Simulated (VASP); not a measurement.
# What goes wrong when WC (Qusongite) is relaxed with a bad input, part 2 of 2

Some relaxations of WC (Qusongite) get a fault in the input on purpose. Which of them show, and how? The starting structure is a measured crystal structure from the Crystallography Open Database.

VASP 6.6.1.

Results so far: reference 10.27 Å³ an atom; a cutoff far too low 9.80 Å³ an atom.

## Step 5: Relaxation with a smearing far too wide (continued)

Level of this step: PBEsol; plane waves and PAW (W, C) (VASP).

Parts of OUTCAR (step 5):

```text
  Total       -0.0008673     -0.0008673      0.0005506     -0.0000000      0.0000000     -0.0000000
  in kB       -0.0664795     -0.0664795      0.0422069     -0.0000000      0.0000000     -0.0000000
  external PRESSURE =      -0.0302507 kB  Pullay stress =       0.0000000 kB

 POSITION                                       TOTAL-FORCE (eV/Angst)
 -----------------------------------------------------------------------------------
     -0.00000      0.00000      0.00000         0.000000     -0.000000      0.000000
      1.45958      0.84269      1.41610        -0.000000      0.000000     -0.000000
 -----------------------------------------------------------------------------------
    total drift:                               -0.000000      0.000000      0.000000

  FREE ENERGIE OF THE ION-ELECTRON SYSTEM (eV)
  ---------------------------------------------------
  free  energy   TOTEN  =       -24.4766494927 eV

  energy  without entropy=      -23.2152502788  energy(sigma->0) =      -23.84594989

[... 2 parts as in an earlier step ...]

[... 2 further parts left out ...]
[key lines of the parts left out:]
E-fermi :   8.5723
```

With a smearing far too wide the cell ends at 10.451 Å³ an atom, +1.73 % from the reference.

## Step 6: Relaxation with too few electronic steps

A slip made on purpose: too few electronic steps. Against step 2 the input has NELM = 4 (also changed: NSW).

Input file INCAR:

```
SYSTEM = WC
PREC = Accurate
ENCUT = 520
EDIFF = 1E-06
NELM = 4
ISMEAR = 0
SIGMA = 0.03
LREAL = .FALSE.
ALGO = Normal
GGA = PS
LORBIT = 11
LWAVE = .FALSE.
LCHARG = .FALSE.
KPAR = 2
IBRION = 2
NSW = 30
ISIF = 3
EDIFFG = -0.01
```

Input file POSCAR:

```
WC
1.0
    2.9065000000      0.0000000000      0.0000000000
   -1.4532500000      2.5171028361      0.0000000000
    0.0000000000      0.0000000000      2.8366000000
W C
1 1
Direct
    0.0000000000      0.0000000000      0.0000000000
    0.6666666667      0.3333333333      0.5000000000
```

Input file KPOINTS:

```
Automatic mesh
0
Gamma
8 8 8
0 0 0
```

PAW data sets: W and C (PBE family, release 64).

Started as:

```console
$ mpirun -np 2 vasp_std
```

Output:

```text
[... set-up lines as in an earlier step ...]
 entering main loop
       N       E                     dE             d eps       ncg     rms          rms(c)
[... 4 cycles as in an earlier step ...]
 -----------------------------------------------------------------------------
|                                                                             |
|           W    W    AA    RRRRR   N    N  II  N    N   GGGG   !!!           |
|           W    W   A  A   R    R  NN   N  II  NN   N  G    G  !!!           |
|           W    W  A    A  R    R  N N  N  II  N N  N  G       !!!           |
|           W WW W  AAAAAA  RRRRR   N  N N  II  N  N N  G  GGG   !            |
|           WW  WW  A    A  R   R   N   NN  II  N   NN  G    G                |
|           W    W  A    A  R    R  N    N  II  N    N   GGGG   !!!           |
|                                                                             |
|     The electronic self-consistency was not achieved in the given           |
|     number of steps (NELM). The forces and other quantities evaluated       |
[...]
-----------------------------------------------------------------------------

   1 F= -.26956416E+02 E0= -.26956364E+02  d E =-.269564E+02
[...]
|     The electronic self-consistency was not achieved in the given           |
[... from here on, the cycles between the ionic steps are left out ...]
   2 F= -.23392144E+02 E0= -.23392082E+02  d E =0.356427E+01
[...]
|     The electronic self-consistency was not achieved in the given           |
   3 F= -.23917002E+02 E0= -.23916928E+02  d E =0.303941E+01
   5 F= -.23982256E+02 E0= -.23982139E+02  d E =0.297416E+01
   7 F= -.23984172E+02 E0= -.23983985E+02  d E =0.297224E+01
   9 F= -.23984342E+02 E0= -.23984136E+02  d E =0.297207E+01
  11 F= -.23984365E+02 E0= -.23984154E+02  d E =0.297205E+01
  13 F= -.23984369E+02 E0= -.23984158E+02  d E =0.297205E+01
  15 F= -.23984370E+02 E0= -.23984158E+02  d E =0.297205E+01
  17 F= -.23984371E+02 E0= -.23984159E+02  d E =0.297205E+01
  19 F= -.23984371E+02 E0= -.23984159E+02  d E =0.297205E+01
  21 F= -.23987398E+02 E0= -.23987297E+02  d E =-.302701E-02
  23 F= -.23987426E+02 E0= -.23987310E+02  d E =-.292491E-04
  24 F= -.23987449E+02 E0= -.23987340E+02  d E =-.520140E-04
[...]
reached required accuracy - stopping structural energy minimisation
```

Elapsed: 14 s, on 2 MPI ranks of Intel Xeon 6975P-C (Granite Rapids), shared host; peak memory 0.29 GiB; 28 s of CPU time.

Parts of OUTCAR (step 6):

```text
  Total        0.0036800      0.0036800      0.0074575      0.0000000      0.0000000      0.0000000
  in kB        0.2869726      0.2869726      0.5815541      0.0000000      0.0000000      0.0000000
  external PRESSURE =       0.3851664 kB  Pullay stress =       0.0000000 kB

 POSITION                                       TOTAL-FORCE (eV/Angst)
 -----------------------------------------------------------------------------------
      0.00000      0.00000      0.00000        -0.000000      0.000000     -0.000000
      1.44979      0.83703      1.41087         0.000000     -0.000000      0.000000
 -----------------------------------------------------------------------------------
    total drift:                               -0.000000      0.000000      0.000000

  FREE ENERGIE OF THE ION-ELECTRON SYSTEM (eV)
  ---------------------------------------------------
  free  energy   TOTEN  =       -23.9874490508 eV

  energy  without entropy=      -23.9872317718  energy(sigma->0) =      -23.98734041

[... 2 parts as in an earlier step ...]

[... 2 further parts left out ...]
[key lines of the parts left out:]
E-fermi :   8.2802
```

Logs of long relaxations may skip ionic steps without a mark.

With too few electronic steps the cell ends at 10.273 Å³ an atom, +0.00 % from the reference.

## Step 7: The runs compared

```
                     run          ended  volume (Å³/atom)  change (%)  pressure left (GPa)  core minutes
               reference      converged            10.273           -                 0.03          0.22
    a cutoff far too low      converged             9.803       -4.57                -0.01        0.0733
     too few ionic steps  not converged                 -           -                    -          0.12
 a smearing far too wide      converged            10.451        1.73                  0.0           0.2
too few electronic steps      converged            10.273         0.0                 0.04         0.473
```

Core minutes are wall time times ranks, summed over the relaxations behind a row (those for a bulk modulus apart), on shared hosts.

## Step 8: Outcome

| Item | Value |
| --- | --- |
| volume of the reference | 10.27 Å³/atom |
| volume against the reference, a cutoff far too low | -4.57 % |
| volume against the reference, a smearing far too wide | +1.73 % |
| volume against the reference, too few electronic steps | +0.00 % |
| run with too few ionic steps | not converged |

In words: The run with too few ionic steps didn't converge. Finished, but with signs in the output that stand out against the reference: a cutoff far too low, with the volume changed by -4.6 % (signs: -27.4 GPa at the first ionic step (reference: -4.2 GPa) and an energy that rises by up to 0.8 eV an atom on the way); a smearing far too wide, with the volume changed by +1.7 % (signs: 2.5 GPa at the first ionic step (reference: -4.2 GPa) and a large entropy term in the energy); too few electronic steps, with the volume changed by less than 0.1 % (signs: warnings that the electronic loop ran out of cycles, 7.2 GPa at the first ionic step (reference: -4.2 GPa) and an energy that rises by up to 1.8 eV an atom on the way). Further runs on this material are not shown.

[Lines on the potential files, build, host, timing and source positions are cut from VASP's logs without a mark.]

[Logs are printed without paths, hosts, clocks, repeated set-up lines and the standing remarks that a program may print on its own settings, such as how far it seeks lower states.]

[Hosts, paths, dates, database ids (printed as entryN), source tags and the programs' standing remarks are cut or masked in the printed files.]
